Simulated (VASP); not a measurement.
Input for VASP

**POSCAR**
```
VN
1
    0.0000000000     2.0600441782     2.0600441782
    2.0600441782    -0.0000000000     2.0600441782
    2.0600441782     2.0600441782    -0.0000000000
V N
1 1
Direct
  0.0000000000   0.0000000000   0.0000000000
  0.5000000000   0.5000000000   0.5000000000
```

**INCAR**
```
PSTRESS = 10   # kbar
PREC = Accurate
ISMEAR = 1   # Methfessel-Paxton
SYSTEM = VN
SIGMA = 0.1   # width (eV)
EDIFFG = -0.01   # ionic stop
ENCUT = 600   # plane-wave cut-off (eV)
LREAL = .False.
NELM = 100   # most electronic steps
NSW = 40   # most ionic steps
GGA = PE   # PBE
LASPH = .True.   # aspherical one-centre terms
ISIF = 3   # ions, shape and volume
LWAVE = .False.
IBRION = 2   # conjugate gradients
LMAXMIX = 4   # l cut-off of mixed one-centre charges
LCHARG = .False.
ALGO = Normal   # blocked Davidson
EDIFF = 1E-7   # SCF stop (eV)
```

**KPOINTS**
```
Automatic mesh
0
Gamma
14 14 14
0 0 0
```

POTCAR, in this order: V_sv N (PBE.64 set). Program: vasp_std.

### Question
Translate this PBE calculation to Ansatz.

### Answer
One equivalent input (not run):
Ansatz 0.2 input:
```yaml
crystal:
  lattice:
    - [0.0000000, 2.0600442, 2.0600442]
    - [2.0600442, 0.0000000, 2.0600442]
    - [2.0600442, 2.0600442, 0.0000000]
  atoms:
    - { symbol: V, position: [0.0000000, 0.0000000, 0.0000000] }
    - { symbol: N, position: [0.5000000, 0.5000000, 0.5000000] }
kpoints:
  mp_grid: { grid: [14, 14, 14] }
hamiltonian:
  xc: pbe
  pseudopotentials: { kind: paw }
scf:
  occupations: { method: methfessel_paxton, width: 0.1 }
  max_iter: 100
relax:
  max_steps: 40
  f_tol: 0.01
  cell: { p_target: 1 }
output: { forces: true, stress: true, eigenvalues: true }
```
What does not carry over: each code has its own PAW files, so the cut-off isn't converted (ENCUT is set for VASP's; basis.ecutwfc is left out, and Ansatz then takes the one that its files recommend); Ansatz stops its SCF on the density residual and VASP on the energy change (EDIFF).

The compound is VN in the rock salt structure, which distorts at low temperature. This run relaxes it under an external pressure of 1 GPa. Symmetry was kept, so distortions that lower it aren't found.
